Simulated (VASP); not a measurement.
# Ge: transverse stress against strain

Ge (diamond, Fd-3m, 22.123 Å³/atom and stress up to 0.22 GPa in the relaxed cell, cube axes along x, y and z) under a strain ε along a cube axis (axis z), the other axes held. LDA in VASP (plane waves, PAW), 480 eV, 10×10×10 Γ-centred mesh, Gaussian smearing 0.05 eV; ions are relaxed, or left where forces stay under 0.02 eV/Å, within the symmetry of each cell. Stress is positive for a compressed cell.

Here s stands for strain and y for stress xx.

```
strain (%)  stress xx (GPa)
----------  ---------------
-3.00                     ?
-1.50                  1.00
-1.00                  0.72
-0.50                  0.46
0.00                   0.22
0.50                   0.00
1.00                  -0.21
1.50                  -0.42
```

**Question.** Fit y against s with a straight line, and predict the withheld value at s = -3.00.

**Answer.** Means: s 0, y 0.253. About the means, the sum of products is -3.2900 and the sum of squares of s is 7.0000; the slope is their ratio. Least squares gives y = 0.253 - 0.4700·s. Residuals (row less fit): 0.042, -0.003, -0.028, -0.033, -0.018, 0.007, 0.032; standard error 0.032 (degrees of freedom: 5). The slope gives the elastic constant C12 = 47 ± 1 GPa (± standard error of the fit, which holds the terms cut off). At the withheld row, y = 0.253 - 0.4700 × (-3.0) = 1.663 GPa. The calculation gives 1.90 GPa, 0.237 GPa above the prediction (10.2 % of the range of y in the table). The row lies outside the fitted rows, so this is an extrapolation. From the scatter of the fitted rows alone, a prediction at this place has a standard error of 0.049 GPa, so the miss is 4.8 times that.

A polynomial of degree 2 through the 12 other runs of the series gives 1.88 there, so most of the miss is curvature that the fit leaves out. This level leaves no gap over 0.05 eV at strain 0.50, 1.00, 1.50 %. Rows are the converged runs of the series near zero and its far end; series whose fitted rows scatter by over a few per cent of the range, as at a crossing or softening among them, aren't shown in this form, nor equations of state whose B0' disagrees with the runs' pressures. Most that stay on the fit to the last digits aren't either.
